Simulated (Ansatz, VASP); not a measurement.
# Cross-check of Ge (Germanium) between VASP and Ansatz

Aim: how closely do two programs agree when they are given the same cell, functional and k mesh? The cell is taken from a series of runs on this material, whose earlier steps may have relaxed, scaled, displaced or heated it; both programs get it as it stands.

Calculated with Ansatz 0.2.0; plane waves, with VASP 6.6.1 beside it; zone-centre phonons at LDA.

## 1. The structure

It takes space group Imma (No. 74, orthorhombic). The conventional cell has a = 3.935 Å, b = 3.976 Å, c = 5.643 Å, α = 90.00°, β = 90.00°, γ = 90.00°. Nearest to Ge lie 4 Ge at 2.43 Å.

Coordinates:

```xyz
2
Lattice="-0.0144 2.7970 2.8214 2.7970 -0.0144 2.8214 2.7826 2.7826 0.0000" Properties=species:S:1:pos:R:3 pbc="T T T"
Ge    2.7825    2.7825    2.8175
Ge    4.1741    4.1741    4.2361
```

## 2. VASP: zone-centre phonons, LDA

Second derivatives magnify differences that forces hide, and they need a tight electronic threshold.

Lines of VASP's logs that name or quote its potential files are left out, and so is its time.

Contents of INCAR:

```
SYSTEM = Ge
PREC = Accurate
ENCUT = 500
EDIFF = 1E-08
NELM = 120
ISMEAR = 0
SIGMA = 0.015
LREAL = .FALSE.
ALGO = Normal
GGA = PW92
NBANDS = 20
LORBIT = 11
LWAVE = .FALSE.
LCHARG = .FALSE.
ISIF = 2
ISYM = 2
IBRION = 8
LASPH = .TRUE.
GGA_COMPAT = .FALSE.
EFERMI = MIDGAP
KPAR = 2
```

Contents of POSCAR:

```
Ge
1.0
   -0.0143565615      2.7969918070      2.8214441411
    2.7969918070     -0.0143565615      2.8214441411
    2.7826352455      2.7826352455      0.0000000000
Ge
2
Direct
    0.4993067909      0.4993067909      0.5006461146
    0.7506932091      0.7506932091      0.7493538854
```

Contents of KPOINTS:

```
Points of the shifted mesh
1728
Reciprocal
 0.0416666667  0.0416666667  0.0416666667 1
 0.0416666667  0.0416666667  0.1250000000 1
 0.0416666667  0.0416666667  0.2083333333 1
 0.0416666667  0.0416666667  0.2916666667 1
 0.0416666667  0.0416666667  0.3750000000 1
 0.0416666667  0.0416666667  0.4583333333 1
 0.0416666667  0.0416666667  0.5416666667 1
 0.0416666667  0.0416666667  0.6250000000 1
 0.0416666667  0.0416666667  0.7083333333 1
 0.0416666667  0.0416666667  0.7916666667 1
 0.0416666667  0.0416666667  0.8750000000 1
 0.0416666667  0.0416666667  0.9583333333 1
 0.0416666667  0.1250000000  0.0416666667 1
 0.0416666667  0.1250000000  0.1250000000 1
 0.0416666667  0.1250000000  0.2083333333 1
 0.0416666667  0.1250000000  0.2916666667 1
 0.0416666667  0.1250000000  0.3750000000 1
 0.0416666667  0.1250000000  0.4583333333 1
 0.0416666667  0.1250000000  0.5416666667 1
 0.0416666667  0.1250000000  0.6250000000 1
 0.0416666667  0.1250000000  0.7083333333 1
 0.0416666667  0.1250000000  0.7916666667 1
 0.0416666667  0.1250000000  0.8750000000 1
 0.0416666667  0.1250000000  0.9583333333 1
 0.0416666667  0.2083333333  0.0416666667 1
 0.0416666667  0.2083333333  0.1250000000 1
 0.0416666667  0.2083333333  0.2083333333 1
 0.0416666667  0.2083333333  0.2916666667 1
 0.0416666667  0.2083333333  0.3750000000 1
 0.0416666667  0.2083333333  0.4583333333 1
 0.0416666667  0.2083333333  0.5416666667 1
 0.0416666667  0.2083333333  0.6250000000 1
 0.0416666667  0.2083333333  0.7083333333 1
 0.0416666667  0.2083333333  0.7916666667 1
 0.0416666667  0.2083333333  0.8750000000 1
 0.0416666667  0.2083333333  0.9583333333 1
 0.0416666667  0.2916666667  0.0416666667 1
 0.0416666667  0.2916666667  0.1250000000 1
 0.0416666667  0.2916666667  0.2083333333 1
 0.0416666667  0.2916666667  0.2916666667 1
 0.0416666667  0.2916666667  0.3750000000 1
 0.0416666667  0.2916666667  0.4583333333 1
 0.0416666667  0.2916666667  0.5416666667 1
 0.0416666667  0.2916666667  0.6250000000 1
 0.0416666667  0.2916666667  0.7083333333 1
 0.0416666667  0.2916666667  0.7916666667 1
 0.0416666667  0.2916666667  0.8750000000 1
 0.0416666667  0.2916666667  0.9583333333 1
 0.0416666667  0.3750000000  0.0416666667 1
 0.0416666667  0.3750000000  0.1250000000 1
 0.0416666667  0.3750000000  0.2083333333 1
 0.0416666667  0.3750000000  0.2916666667 1
 0.0416666667  0.3750000000  0.3750000000 1
 0.0416666667  0.3750000000  0.4583333333 1
 0.0416666667  0.3750000000  0.5416666667 1
 0.0416666667  0.3750000000  0.6250000000 1
 0.0416666667  0.3750000000  0.7083333333 1
 0.0416666667  0.3750000000  0.7916666667 1
 0.0416666667  0.3750000000  0.8750000000 1
 0.0416666667  0.3750000000  0.9583333333 1
 0.0416666667  0.4583333333  0.0416666667 1
 0.0416666667  0.4583333333  0.1250000000 1
 0.0416666667  0.4583333333  0.2083333333 1
 0.0416666667  0.4583333333  0.2916666667 1
 0.0416666667  0.4583333333  0.3750000000 1
 0.0416666667  0.4583333333  0.4583333333 1
 0.0416666667  0.4583333333  0.5416666667 1
 0.0416666667  0.4583333333  0.6250000000 1
 0.0416666667  0.4583333333  0.7083333333 1
 0.0416666667  0.4583333333  0.7916666667 1
 0.0416666667  0.4583333333  0.8750000000 1
 0.0416666667  0.4583333333  0.9583333333 1
 0.0416666667  0.5416666667  0.0416666667 1
 0.0416666667  0.5416666667  0.1250000000 1
 0.0416666667  0.5416666667  0.2083333333 1
 0.0416666667  0.5416666667  0.2916666667 1
 0.0416666667  0.5416666667  0.3750000000 1
 0.0416666667  0.5416666667  0.4583333333 1
 0.0416666667  0.5416666667  0.5416666667 1
 0.0416666667  0.5416666667  0.6250000000 1
 0.0416666667  0.5416666667  0.7083333333 1
 0.0416666667  0.5416666667  0.7916666667 1
 0.0416666667  0.5416666667  0.8750000000 1
 0.0416666667  0.5416666667  0.9583333333 1
 0.0416666667  0.6250000000  0.0416666667 1
 0.0416666667  0.6250000000  0.1250000000 1
 0.0416666667  0.6250000000  0.2083333333 1
 0.0416666667  0.6250000000  0.2916666667 1
 0.0416666667  0.6250000000  0.3750000000 1
 0.0416666667  0.6250000000  0.4583333333 1
 0.0416666667  0.6250000000  0.5416666667 1
 0.0416666667  0.6250000000  0.6250000000 1
 0.0416666667  0.6250000000  0.7083333333 1
 0.0416666667  0.6250000000  0.7916666667 1
 0.0416666667  0.6250000000  0.8750000000 1
 0.0416666667  0.6250000000  0.9583333333 1
 0.0416666667  0.7083333333  0.0416666667 1
 0.0416666667  0.7083333333  0.1250000000 1
 0.0416666667  0.7083333333  0.2083333333 1
 0.0416666667  0.7083333333  0.2916666667 1
 0.0416666667  0.7083333333  0.3750000000 1
 0.0416666667  0.7083333333  0.4583333333 1
 0.0416666667  0.7083333333  0.5416666667 1
 0.0416666667  0.7083333333  0.6250000000 1
 0.0416666667  0.7083333333  0.7083333333 1
 0.0416666667  0.7083333333  0.7916666667 1
 0.0416666667  0.7083333333  0.8750000000 1
 0.0416666667  0.7083333333  0.9583333333 1
 0.0416666667  0.7916666667  0.0416666667 1
 0.0416666667  0.7916666667  0.1250000000 1
 0.0416666667  0.7916666667  0.2083333333 1
 0.0416666667  0.7916666667  0.2916666667 1
[... 1390 lines left out ...]
 0.8750000000  0.4583333333  0.1250000000 1
 0.8750000000  0.4583333333  0.2083333333 1
 0.8750000000  0.4583333333  0.2916666667 1
 0.8750000000  0.4583333333  0.3750000000 1
 0.8750000000  0.4583333333  0.4583333333 1
 0.8750000000  0.4583333333  0.5416666667 1
 0.8750000000  0.4583333333  0.6250000000 1
 0.8750000000  0.4583333333  0.7083333333 1
 0.8750000000  0.4583333333  0.7916666667 1
 0.8750000000  0.4583333333  0.8750000000 1
 0.8750000000  0.4583333333  0.9583333333 1
 0.8750000000  0.5416666667  0.0416666667 1
 0.8750000000  0.5416666667  0.1250000000 1
 0.8750000000  0.5416666667  0.2083333333 1
 0.8750000000  0.5416666667  0.2916666667 1
 0.8750000000  0.5416666667  0.3750000000 1
 0.8750000000  0.5416666667  0.4583333333 1
 0.8750000000  0.5416666667  0.5416666667 1
 0.8750000000  0.5416666667  0.6250000000 1
 0.8750000000  0.5416666667  0.7083333333 1
 0.8750000000  0.5416666667  0.7916666667 1
 0.8750000000  0.5416666667  0.8750000000 1
 0.8750000000  0.5416666667  0.9583333333 1
 0.8750000000  0.6250000000  0.0416666667 1
 0.8750000000  0.6250000000  0.1250000000 1
 0.8750000000  0.6250000000  0.2083333333 1
 0.8750000000  0.6250000000  0.2916666667 1
 0.8750000000  0.6250000000  0.3750000000 1
 0.8750000000  0.6250000000  0.4583333333 1
 0.8750000000  0.6250000000  0.5416666667 1
 0.8750000000  0.6250000000  0.6250000000 1
 0.8750000000  0.6250000000  0.7083333333 1
 0.8750000000  0.6250000000  0.7916666667 1
 0.8750000000  0.6250000000  0.8750000000 1
 0.8750000000  0.6250000000  0.9583333333 1
 0.8750000000  0.7083333333  0.0416666667 1
 0.8750000000  0.7083333333  0.1250000000 1
 0.8750000000  0.7083333333  0.2083333333 1
 0.8750000000  0.7083333333  0.2916666667 1
 0.8750000000  0.7083333333  0.3750000000 1
 0.8750000000  0.7083333333  0.4583333333 1
 0.8750000000  0.7083333333  0.5416666667 1
 0.8750000000  0.7083333333  0.6250000000 1
 0.8750000000  0.7083333333  0.7083333333 1
 0.8750000000  0.7083333333  0.7916666667 1
 0.8750000000  0.7083333333  0.8750000000 1
 0.8750000000  0.7083333333  0.9583333333 1
 0.8750000000  0.7916666667  0.0416666667 1
 0.8750000000  0.7916666667  0.1250000000 1
 0.8750000000  0.7916666667  0.2083333333 1
 0.8750000000  0.7916666667  0.2916666667 1
 0.8750000000  0.7916666667  0.3750000000 1
 0.8750000000  0.7916666667  0.4583333333 1
 0.8750000000  0.7916666667  0.5416666667 1
 0.8750000000  0.7916666667  0.6250000000 1
 0.8750000000  0.7916666667  0.7083333333 1
 0.8750000000  0.7916666667  0.7916666667 1
 0.8750000000  0.7916666667  0.8750000000 1
 0.8750000000  0.7916666667  0.9583333333 1
 0.8750000000  0.8750000000  0.0416666667 1
 0.8750000000  0.8750000000  0.1250000000 1
 0.8750000000  0.8750000000  0.2083333333 1
 0.8750000000  0.8750000000  0.2916666667 1
 0.8750000000  0.8750000000  0.3750000000 1
 0.8750000000  0.8750000000  0.4583333333 1
 0.8750000000  0.8750000000  0.5416666667 1
 0.8750000000  0.8750000000  0.6250000000 1
 0.8750000000  0.8750000000  0.7083333333 1
 0.8750000000  0.8750000000  0.7916666667 1
 0.8750000000  0.8750000000  0.8750000000 1
 0.8750000000  0.8750000000  0.9583333333 1
 0.8750000000  0.9583333333  0.0416666667 1
 0.8750000000  0.9583333333  0.1250000000 1
 0.8750000000  0.9583333333  0.2083333333 1
 0.8750000000  0.9583333333  0.2916666667 1
 0.8750000000  0.9583333333  0.3750000000 1
 0.8750000000  0.9583333333  0.4583333333 1
 0.8750000000  0.9583333333  0.5416666667 1
 0.8750000000  0.9583333333  0.6250000000 1
 0.8750000000  0.9583333333  0.7083333333 1
 0.8750000000  0.9583333333  0.7916666667 1
 0.8750000000  0.9583333333  0.8750000000 1
 0.8750000000  0.9583333333  0.9583333333 1
 0.9583333333  0.0416666667  0.0416666667 1
 0.9583333333  0.0416666667  0.1250000000 1
 0.9583333333  0.0416666667  0.2083333333 1
 0.9583333333  0.0416666667  0.2916666667 1
 0.9583333333  0.0416666667  0.3750000000 1
 0.9583333333  0.0416666667  0.4583333333 1
 0.9583333333  0.0416666667  0.5416666667 1
 0.9583333333  0.0416666667  0.6250000000 1
 0.9583333333  0.0416666667  0.7083333333 1
 0.9583333333  0.0416666667  0.7916666667 1
 0.9583333333  0.0416666667  0.8750000000 1
 0.9583333333  0.0416666667  0.9583333333 1
 0.9583333333  0.1250000000  0.0416666667 1
 0.9583333333  0.1250000000  0.1250000000 1
 0.9583333333  0.1250000000  0.2083333333 1
 0.9583333333  0.1250000000  0.2916666667 1
 0.9583333333  0.1250000000  0.3750000000 1
 0.9583333333  0.1250000000  0.4583333333 1
 0.9583333333  0.1250000000  0.5416666667 1
 0.9583333333  0.1250000000  0.6250000000 1
 0.9583333333  0.1250000000  0.7083333333 1
 0.9583333333  0.1250000000  0.7916666667 1
 0.9583333333  0.1250000000  0.8750000000 1
 0.9583333333  0.1250000000  0.9583333333 1
 0.9583333333  0.2083333333  0.0416666667 1
 0.9583333333  0.2083333333  0.1250000000 1
 0.9583333333  0.2083333333  0.2083333333 1
 0.9583333333  0.2083333333  0.2916666667 1
 0.9583333333  0.2083333333  0.3750000000 1
 0.9583333333  0.2083333333  0.4583333333 1
 0.9583333333  0.2083333333  0.5416666667 1
 0.9583333333  0.2083333333  0.6250000000 1
 0.9583333333  0.2083333333  0.7083333333 1
 0.9583333333  0.2083333333  0.7916666667 1
 0.9583333333  0.2083333333  0.8750000000 1
 0.9583333333  0.2083333333  0.9583333333 1
 0.9583333333  0.2916666667  0.0416666667 1
 0.9583333333  0.2916666667  0.1250000000 1
 0.9583333333  0.2916666667  0.2083333333 1
 0.9583333333  0.2916666667  0.2916666667 1
 0.9583333333  0.2916666667  0.3750000000 1
 0.9583333333  0.2916666667  0.4583333333 1
 0.9583333333  0.2916666667  0.5416666667 1
 0.9583333333  0.2916666667  0.6250000000 1
 0.9583333333  0.2916666667  0.7083333333 1
 0.9583333333  0.2916666667  0.7916666667 1
 0.9583333333  0.2916666667  0.8750000000 1
 0.9583333333  0.2916666667  0.9583333333 1
 0.9583333333  0.3750000000  0.0416666667 1
 0.9583333333  0.3750000000  0.1250000000 1
 0.9583333333  0.3750000000  0.2083333333 1
 0.9583333333  0.3750000000  0.2916666667 1
 0.9583333333  0.3750000000  0.3750000000 1
 0.9583333333  0.3750000000  0.4583333333 1
 0.9583333333  0.3750000000  0.5416666667 1
 0.9583333333  0.3750000000  0.6250000000 1
 0.9583333333  0.3750000000  0.7083333333 1
 0.9583333333  0.3750000000  0.7916666667 1
 0.9583333333  0.3750000000  0.8750000000 1
 0.9583333333  0.3750000000  0.9583333333 1
 0.9583333333  0.4583333333  0.0416666667 1
 0.9583333333  0.4583333333  0.1250000000 1
 0.9583333333  0.4583333333  0.2083333333 1
 0.9583333333  0.4583333333  0.2916666667 1
 0.9583333333  0.4583333333  0.3750000000 1
 0.9583333333  0.4583333333  0.4583333333 1
 0.9583333333  0.4583333333  0.5416666667 1
 0.9583333333  0.4583333333  0.6250000000 1
 0.9583333333  0.4583333333  0.7083333333 1
 0.9583333333  0.4583333333  0.7916666667 1
 0.9583333333  0.4583333333  0.8750000000 1
 0.9583333333  0.4583333333  0.9583333333 1
 0.9583333333  0.5416666667  0.0416666667 1
 0.9583333333  0.5416666667  0.1250000000 1
 0.9583333333  0.5416666667  0.2083333333 1
 0.9583333333  0.5416666667  0.2916666667 1
 0.9583333333  0.5416666667  0.3750000000 1
 0.9583333333  0.5416666667  0.4583333333 1
 0.9583333333  0.5416666667  0.5416666667 1
 0.9583333333  0.5416666667  0.6250000000 1
 0.9583333333  0.5416666667  0.7083333333 1
 0.9583333333  0.5416666667  0.7916666667 1
 0.9583333333  0.5416666667  0.8750000000 1
 0.9583333333  0.5416666667  0.9583333333 1
 0.9583333333  0.6250000000  0.0416666667 1
 0.9583333333  0.6250000000  0.1250000000 1
 0.9583333333  0.6250000000  0.2083333333 1
 0.9583333333  0.6250000000  0.2916666667 1
 0.9583333333  0.6250000000  0.3750000000 1
 0.9583333333  0.6250000000  0.4583333333 1
 0.9583333333  0.6250000000  0.5416666667 1
 0.9583333333  0.6250000000  0.6250000000 1
 0.9583333333  0.6250000000  0.7083333333 1
 0.9583333333  0.6250000000  0.7916666667 1
 0.9583333333  0.6250000000  0.8750000000 1
 0.9583333333  0.6250000000  0.9583333333 1
 0.9583333333  0.7083333333  0.0416666667 1
 0.9583333333  0.7083333333  0.1250000000 1
 0.9583333333  0.7083333333  0.2083333333 1
 0.9583333333  0.7083333333  0.2916666667 1
 0.9583333333  0.7083333333  0.3750000000 1
 0.9583333333  0.7083333333  0.4583333333 1
 0.9583333333  0.7083333333  0.5416666667 1
 0.9583333333  0.7083333333  0.6250000000 1
 0.9583333333  0.7083333333  0.7083333333 1
 0.9583333333  0.7083333333  0.7916666667 1
 0.9583333333  0.7083333333  0.8750000000 1
 0.9583333333  0.7083333333  0.9583333333 1
 0.9583333333  0.7916666667  0.0416666667 1
 0.9583333333  0.7916666667  0.1250000000 1
 0.9583333333  0.7916666667  0.2083333333 1
 0.9583333333  0.7916666667  0.2916666667 1
 0.9583333333  0.7916666667  0.3750000000 1
 0.9583333333  0.7916666667  0.4583333333 1
 0.9583333333  0.7916666667  0.5416666667 1
 0.9583333333  0.7916666667  0.6250000000 1
 0.9583333333  0.7916666667  0.7083333333 1
 0.9583333333  0.7916666667  0.7916666667 1
 0.9583333333  0.7916666667  0.8750000000 1
 0.9583333333  0.7916666667  0.9583333333 1
 0.9583333333  0.8750000000  0.0416666667 1
 0.9583333333  0.8750000000  0.1250000000 1
 0.9583333333  0.8750000000  0.2083333333 1
 0.9583333333  0.8750000000  0.2916666667 1
 0.9583333333  0.8750000000  0.3750000000 1
 0.9583333333  0.8750000000  0.4583333333 1
 0.9583333333  0.8750000000  0.5416666667 1
 0.9583333333  0.8750000000  0.6250000000 1
 0.9583333333  0.8750000000  0.7083333333 1
 0.9583333333  0.8750000000  0.7916666667 1
 0.9583333333  0.8750000000  0.8750000000 1
 0.9583333333  0.8750000000  0.9583333333 1
 0.9583333333  0.9583333333  0.0416666667 1
 0.9583333333  0.9583333333  0.1250000000 1
 0.9583333333  0.9583333333  0.2083333333 1
 0.9583333333  0.9583333333  0.2916666667 1
 0.9583333333  0.9583333333  0.3750000000 1
 0.9583333333  0.9583333333  0.4583333333 1
 0.9583333333  0.9583333333  0.5416666667 1
 0.9583333333  0.9583333333  0.6250000000 1
 0.9583333333  0.9583333333  0.7083333333 1
 0.9583333333  0.9583333333  0.7916666667 1
 0.9583333333  0.9583333333  0.8750000000 1
 0.9583333333  0.9583333333  0.9583333333 1
```

PAW data sets: Ge_d (LDA family, release 64).

The run is started by

```sh
> mpirun -np 2 vasp_std
```

Numbers of over 12 decimals in the logs are rounded to 6 here.

What it wrote:

```text
[banner, memory and clock lines left out]
running    2 mpi-ranks, on    1 nodes
 distrk:  each k-point on    1 cores,    2 groups
 distr:  one band on    1 cores,    1 groups

 POSCAR found type information on POSCAR Ge
 POSCAR found :  1 types and       2 ions
|                                                                             |
|               ----> ADVICE to this user running VASP <----                  |
|                                                                             |
|     You enforced a specific xc type in the INCAR file but a different       |
|     [... a line on the potential file left out ...]
|     I HOPE YOU KNOW WHAT YOU ARE DOING!                                     |
|                                                                             |

 LDA part: xc-table for (Slater(with rela. corr.)+PW92), standard interpolation
 POSCAR, INCAR and KPOINTS ok, starting setup
 FFT: planning ... GRIDC
 FFT: planning ... GRID_SOFT
 FFT: planning ... GRID
 WAVECAR not read
 entering main loop
       N       E                     dE             d eps       ncg     rms          rms(c)
DAV:   1     0.183245208207E+03    0.18325E+03   -0.14713E+04 74388   0.372E+03
DAV:   2     0.148656329269E+02   -0.16838E+03   -0.16382E+03 69252   0.586E+02
DAV:   3    -0.978000627398E+01   -0.24646E+02   -0.24477E+02 77916   0.144E+02
DAV:   4    -0.105575903625E+02   -0.77758E+00   -0.77707E+00 77840   0.300E+01
DAV:   5    -0.105701684464E+02   -0.12578E-01   -0.12578E-01 77424   0.414E+00    0.339E+00
DAV:   6    -0.104458733169E+02    0.12430E+00   -0.40383E-02 76636   0.166E+00    0.194E+00
DAV:   7    -0.103837330100E+02    0.62140E-01   -0.80717E-02 72648   0.210E+00    0.141E-01
DAV:   8    -0.103844353728E+02   -0.70236E-03   -0.56984E-03 78156   0.846E-01    0.450E-02
DAV:   9    -0.103844691735E+02   -0.33801E-04   -0.90579E-05 80864   0.100E-01    0.133E-02
DAV:  10    -0.103844657703E+02    0.34032E-05   -0.97138E-06 93748   0.467E-02    0.425E-03
DAV:  11    -0.103844656196E+02    0.15066E-06   -0.11203E-06 74276   0.805E-03    0.166E-03
DAV:  12    -0.103844656201E+02   -0.54206E-09   -0.93417E-08 93904   0.407E-03
   1 F= -.10384466E+02 E0= -.10384466E+02  d E =-.145263E-16
 Linear response reoptimize wavefunctions to high precision
DAV:   1    -0.103844656192E+02    0.89130E-09   -0.64823E-09 67184   0.717E-04
DAV:   2    -0.103844656193E+02   -0.65484E-10   -0.57984E-10 45212   0.235E-04
 Linear response DOF=           2
 Linear response progress:
  Degree of freedom:   1/  2
       N       E                     dE             d eps       ncg     rms          rms(c)
RMM:   1    -0.188026910301E+00   -0.18803E+00    0.86278E+00 84187   0.451E+01
RMM:   2    -0.195548047594E+00   -0.75211E-02   -0.13809E-02111903   0.112E+00    0.759E-02
RMM:   3    -0.195606252468E+00   -0.58205E-04   -0.96027E-04118800   0.321E-01    0.437E-02
RMM:   4    -0.195552659909E+00    0.53593E-04   -0.66912E-05126870   0.835E-02    0.490E-03
RMM:   5    -0.195559512789E+00   -0.68529E-05   -0.48857E-06122054   0.191E-02    0.244E-03
RMM:   6    -0.195570461390E+00   -0.10949E-04   -0.28920E-07124126   0.529E-03    0.323E-04
RMM:   7    -0.195569773086E+00    0.68830E-06   -0.22534E-08127370   0.173E-03    0.206E-04
RMM:   8    -0.195569376044E+00    0.39704E-06    0.69434E-08128987   0.604E-04    0.414E-05
RMM:   9    -0.195569187331E+00    0.18871E-06    0.29204E-07128860   0.279E-04    0.169E-05
RMM:  10    -0.195569313656E+00   -0.12632E-06    0.47181E-08129469   0.138E-04    0.548E-06
RMM:  11    -0.195569333628E+00   -0.19972E-07   -0.95599E-08131460   0.847E-05    0.286E-06
RMM:  12    -0.195569358009E+00   -0.24381E-07   -0.12386E-07149430   0.605E-05    0.165E-06
RMM:  13    -0.195569372691E+00   -0.14682E-07   -0.79375E-08158037   0.499E-05    0.217E-07
RMM:  14    -0.195569370872E+00    0.18183E-08   -0.78975E-08149813   0.445E-05    0.230E-07
 first order change of Fermi-energy   0.23167E+01
 force on displaced ion       1 direction 1 : -11.816  -0.105   0.001
 Linear response progress:
  Degree of freedom:   2/  2
       N       E                     dE             d eps       ncg     rms          rms(c)
RMM:   1    -0.188118734868E+00   -0.18812E+00    0.85643E+00 84213   0.450E+01
RMM:   2    -0.195643149797E+00   -0.75244E-02   -0.13794E-02111840   0.112E+00    0.765E-02
RMM:   3    -0.195702055135E+00   -0.58905E-04   -0.96415E-04118851   0.321E-01    0.440E-02
RMM:   4    -0.195650409421E+00    0.51646E-04   -0.66703E-05126895   0.833E-02    0.487E-03
RMM:   5    -0.195657096639E+00   -0.66872E-05   -0.44367E-06122169   0.192E-02    0.243E-03
RMM:   6    -0.195667928527E+00   -0.10832E-04   -0.25365E-07123931   0.528E-03    0.321E-04
RMM:   7    -0.195667241879E+00    0.68665E-06   -0.50886E-08127448   0.174E-03    0.204E-04
RMM:   8    -0.195666837446E+00    0.40443E-06   -0.49323E-09128887   0.610E-04    0.425E-05
RMM:   9    -0.195666669365E+00    0.16808E-06    0.41001E-09127226   0.285E-04    0.171E-05
RMM:  10    -0.195666776155E+00   -0.10679E-06   -0.95364E-09129140   0.141E-04    0.621E-06
RMM:  11    -0.195666786564E+00   -0.10409E-07   -0.17288E-08131235   0.860E-05    0.330E-06
RMM:  12    -0.195666811350E+00   -0.24786E-07   -0.19870E-08133480   0.613E-05    0.144E-06
RMM:  13    -0.195666820851E+00   -0.95017E-08   -0.98199E-10128800   0.502E-05    0.321E-07
 first order change of Fermi-energy  -0.13713E+00
 force on displaced ion       1 direction 3 :   0.000   0.000 -11.824
 Linear response finished
```

[end of part 1 of 2]

[Lines on the potential files, build, host, timing and source positions are cut from VASP's logs without a mark.]

[Logs are printed without paths, hosts, clocks, repeated set-up lines and the standing remarks that a program may print on its own settings, such as how far it seeks lower states.]

[Hosts, paths, dates, database ids (printed as entryN), source tags and the programs' standing remarks are cut or masked in the printed files.]
